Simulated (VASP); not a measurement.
Input for VASP

File KPOINTS:
```
Automatic mesh
0
Gamma
6 6 6
0 0 0
```

File POSCAR:
```
NaCl
1
    0.0000000000     2.8200000000     2.8200000000
    2.8200000000     0.0000000000     2.8200000000
    2.8200000000     2.8200000000     0.0000000000
Na Cl
1 1
Direct
  0.0000000000   0.0000000000   0.0000000000
  0.5000000000   0.5000000000   0.5000000000
```

### INCAR
```
SYSTEM = NaCl
PREC = Accurate
ENCUT = 180
EDIFF = 1E-6
NELM = 100
ALGO = Normal
LREAL = .FALSE.
LASPH = .TRUE.
ISMEAR = 0
SIGMA = 0.05
GGA = PE
LWAVE = .FALSE.
LCHARG = .FALSE.
ISIF = 3
IBRION = 2
NSW = 40
EDIFFG = -0.01
```

POTCAR, in this order: Na_pv Cl (PBE.64 set). Program: vasp_std.

Task: Does this input run properly? What does VASP do?

Result: There is a fault: ENCUT is too low for a cell relaxation, so Pulay stress biases the volume. The run ends without an error. Against the sound run, the energy per atom (σ→0) falls by 0.530 eV/atom; the pressure decreases by 0.03 GPa; the band gap goes up by 1.51 eV; the volume decreases by 27 %.

standard output:
```
...
DAV:   7    -0.593853224818E+01   -0.58038E-02   -0.20618E-01   379   0.517E+00    0.113E+00
DAV:   8    -0.593503094990E+01    0.35013E-02   -0.20672E-02   388   0.152E+00    0.702E-02
DAV:   9    -0.593531871620E+01   -0.28777E-03   -0.50691E-04   388   0.221E-01    0.766E-02
DAV:  10    -0.593544102021E+01   -0.12230E-03   -0.13554E-04   364   0.986E-02    0.567E-02
DAV:  11    -0.593544193126E+01   -0.91105E-06   -0.19436E-05   394   0.345E-02    0.353E-02
DAV:  12    -0.593544227028E+01   -0.33902E-06   -0.16724E-06   359   0.135E-02
   1 F= -.59354423E+01 E0= -.59354423E+01  d E =-.593544E+01
 bond charge predicted
       N       E                     dE             d eps       ncg     rms          rms(c)
DAV:   1    -0.106061889583E+03   -0.10013E+03   -0.22287E+03   391   0.543E+02    0.210E+02
DAV:   2    -0.194418430860E+02    0.86620E+02   -0.10005E+02   449   0.302E+02    0.425E+01
DAV:   3     0.575385691992E+01    0.25196E+02   -0.25813E+01   382   0.727E+01    0.589E+01
DAV:   4     0.977307025056E+01    0.40192E+01   -0.18155E+00   410   0.260E+01    0.190E+01
DAV:   5     0.103884015329E+02    0.61533E+00   -0.56015E-01   399   0.126E+01    0.454E+00
DAV:   6     0.103859736112E+02   -0.24279E-02   -0.19422E-02   382   0.156E+00    0.985E-01
DAV:   7     0.103872779045E+02    0.13043E-02   -0.23218E-03   484   0.842E-01    0.964E-01
DAV:   8     0.103872666698E+02   -0.11235E-04   -0.10946E-04   396   0.135E-01    0.429E-01
DAV:   9     0.103872664425E+02   -0.22729E-06   -0.19763E-05   516   0.117E-01    0.188E-01
DAV:  10     0.103872665875E+02    0.14494E-06   -0.11271E-06   257   0.318E-02
   2 F= 0.10387267E+02 E0= 0.10387269E+02  d E =0.163227E+02
 trial-energy change:   16.322709  1 .order   16.727248  -14.835375   48.289870
 bond charge predicted
       N       E                     dE             d eps       ncg     rms          rms(c)
DAV:   1    -0.576967970535E+02   -0.68084E+02   -0.20762E+03   379   0.962E+02    0.407E+01
DAV:   2    -0.219166171850E+02    0.35780E+02   -0.88698E+01   393   0.979E+01    0.204E+01
DAV:   3    -0.866046541089E+01    0.13256E+02   -0.34560E+01   391   0.519E+01    0.179E+01
DAV:   4    -0.879616098291E+01   -0.13570E+00   -0.61733E-01   393   0.652E+00    0.183E+01
DAV:   5    -0.821153249544E+01    0.58463E+00   -0.25319E-01   367   0.429E+00    0.108E+01
DAV:   6    -0.780953450809E+01    0.40200E+00   -0.81871E-01   358   0.701E+00    0.316E+00
DAV:   7    -0.781078252412E+01   -0.12480E-02   -0.44330E-02   391   0.316E+00    0.572E-01
DAV:   8    -0.781115514197E+01   -0.37262E-03   -0.14153E-02   370   0.184E+00    0.115E+00
DAV:   9    -0.781087420480E+01    0.28094E-03   -0.45724E-03   367   0.124E+00    0.605E-01
DAV:  10    -0.781067070671E+01    0.20350E-03   -0.27229E-03   394   0.928E-01    0.635E-02
DAV:  11    -0.781066036657E+01    0.10340E-04   -0.35368E-05   396   0.633E-02    0.633E-02
DAV:  12    -0.781065960348E+01    0.76308E-06   -0.16969E-05   379   0.523E-02    0.150E-02
DAV:  13    -0.781066153223E+01   -0.19288E-05   -0.44827E-07   236   0.982E-03    0.574E-03
DAV:  14    -0.781066206373E+01   -0.53149E-06   -0.86732E-08   188   0.435E-03
   3 F= -.78106621E+01 E0= -.78106621E+01  d E =-.187522E+01
 ZBRENT: interpolating
 bond charge predicted
       N       E                     dE             d eps       ncg     rms          rms(c)
DAV:   1    -0.787588600490E+01   -0.65224E-01   -0.10484E+00   385   0.145E+01    0.131E+00
DAV:   2    -0.784048663231E+01    0.35399E-01   -0.47699E-02   370   0.217E+00    0.639E-01
DAV:   3    -0.783341346513E+01    0.70732E-02   -0.15546E-02   391   0.134E+00    0.404E-01
DAV:   4    -0.783287629657E+01    0.53717E-03   -0.40774E-04   451   0.261E-01    0.236E-02
DAV:   5    -0.783286298260E+01    0.13314E-04   -0.44576E-05   379   0.568E-02    0.108E-02
DAV:   6    -0.783286126733E+01    0.17153E-05   -0.12087E-06   289   0.147E-02    0.746E-03
DAV:   7    -0.783286087676E+01    0.39057E-06   -0.47617E-07   182   0.849E-03
   4 F= -.78328609E+01 E0= -.78328609E+01  d E =-.189742E+01
 ZBRENT: interpolating
 bond charge predicted
       N       E                     dE             d eps       ncg     rms          rms(c)
DAV:   1    -0.784960400379E+01   -0.16743E-01   -0.32832E-01   388   0.827E+00    0.729E-01
DAV:   2    -0.783863910054E+01    0.10965E-01   -0.14745E-02   370   0.123E+00    0.353E-01
DAV:   3    -0.783636791688E+01    0.22712E-02   -0.49507E-03   394   0.764E-01    0.220E-01
DAV:   4    -0.783619480551E+01    0.17311E-03   -0.13232E-04   465   0.146E-01    0.143E-02
DAV:   5    -0.783618875149E+01    0.60540E-05   -0.14716E-05   373   0.313E-02    0.612E-03
DAV:   6    -0.783618784670E+01    0.90479E-06   -0.38136E-07   188   0.840E-03
   5 F= -.78361878E+01 E0= -.78361878E+01  d E =-.190075E+01
 reached required accuracy - stopping structural energy minimisation
```

File OUTCAR:
```
------------------------ aborting loop because EDIFF is reached ----------------------------------------
  FORCE on cell =-STRESS in cart. coord.  units (eV):
  Direction    XX          YY          ZZ          XY          YZ          ZX
  --------------------------------------------------------------------------------------
  Total        0.0012673      0.0012673      0.0012673     -0.0000000      0.0000000     -0.0000000
  in kB        0.0610907      0.0610907      0.0610907     -0.0000000      0.0000000     -0.0000000
  external PRESSURE =       0.0610907 kB  Pullay stress =       0.0000000 kB
  volume of cell :       33.24
      direct lattice vectors                 reciprocal lattice vectors
     0.000000000  2.551873187  2.551873187    -0.195934501  0.195934501  0.195934501
     2.551873187 -0.000000000  2.551873187     0.195934501 -0.195934501  0.195934501
     2.551873187  2.551873187 -0.000000000     0.195934501  0.195934501 -0.195934501
  FREE ENERGIE OF THE ION-ELECTRON SYSTEM (eV)
  ---------------------------------------------------
  free  energy   TOTEN  =        -7.8361878467 eV

  energy  without entropy=       -7.8361878467  energy(sigma->0) =       -7.83618785

 reached required accuracy - stopping structural energy minimisation
```
(Selected blocks of OUTCAR.)

To mend it, set ENCUT = 400.

The mended run (PBE GGA, plane waves, VASP's PBE PAW potentials (set 64)) converges, and its OSZICAR ends with
```
   3 F= -.67763383E+01 E0= -.67763383E+01  d E =-.172782E-02
```

The compound is NaCl in the rock salt structure.
